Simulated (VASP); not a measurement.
Level of theory: r2SCAN meta-GGA, VASP's PBE PAW potentials (set 64) (plane waves; VASP).

VASP input:

### KPOINTS
```
Automatic
0
Gamma
 12 12 12
0 0 0
```

### POSCAR
```
CoGa
1.0
  2.8417902744   0.0000000000   0.0000000000
  0.0000000000   2.8417902744   0.0000000000
  0.0000000000   0.0000000000   2.8417902744
Ga Co
1 1
Cartesian
  1.4208951372   1.4208951372   1.4208951372
  0.0000000000   0.0000000000   0.0000000000
```

**INCAR**
```
SYSTEM = CoGa
PREC = Accurate
ENCUT = 400
EDIFF = 1E-8
NELM = 100
ALGO = Normal
LREAL = .FALSE.
LASPH = .TRUE.
ISMEAR = 1
SIGMA = 0.1
METAGGA = R2SCAN
LMIXTAU = .TRUE.
LMAXMIX = 4
LWAVE = .FALSE.
LCHARG = .FALSE.
IBRION = 1
ISIF = 2
NSW = 30
EDIFFG = -0.001
```

POTCAR, in this order: Ga_d Co (PBE.64 set). Program: vasp_std.

Problem. What does the run give for the energy per atom (σ→0), band gap (on the k-mesh)?

Solution. 
```
Quantity                                                     Value
------------------------  ----------------------------------------
energy per atom (σ→0)                              -12.522 eV/atom
band gap (on the k-mesh)  none (metal, semimetal or under 0.01 eV)
```

OSZICAR:
```
...
DAV:  14    -0.250446329225E+02    0.39319E-05   -0.32286E-05  3251   0.824E-02    0.803E-03
DAV:  15    -0.250446391638E+02   -0.62413E-05   -0.46693E-06  2770   0.331E-02    0.413E-03
DAV:  16    -0.250446393695E+02   -0.20567E-06   -0.92155E-07  3621   0.134E-02    0.122E-03
DAV:  17    -0.250446393578E+02    0.11646E-07   -0.69852E-08  3298   0.322E-03    0.479E-04
DAV:  18    -0.250446394175E+02   -0.59675E-07   -0.28054E-08  2187   0.230E-03    0.152E-04
DAV:  19    -0.250446394650E+02   -0.47514E-07   -0.21198E-09  1379   0.472E-04    0.953E-05
DAV:  20    -0.250446394610E+02    0.40463E-08   -0.25217E-10  1386   0.194E-04
   1 F= -.25044639E+02 E0= -.25044985E+02  d E =-.250446E+02
```

The compound is CoGa in the CsCl type structure. It was relaxed first. The start is the result of an earlier pass. The run is not spin-polarised, so no magnetic state was tried.
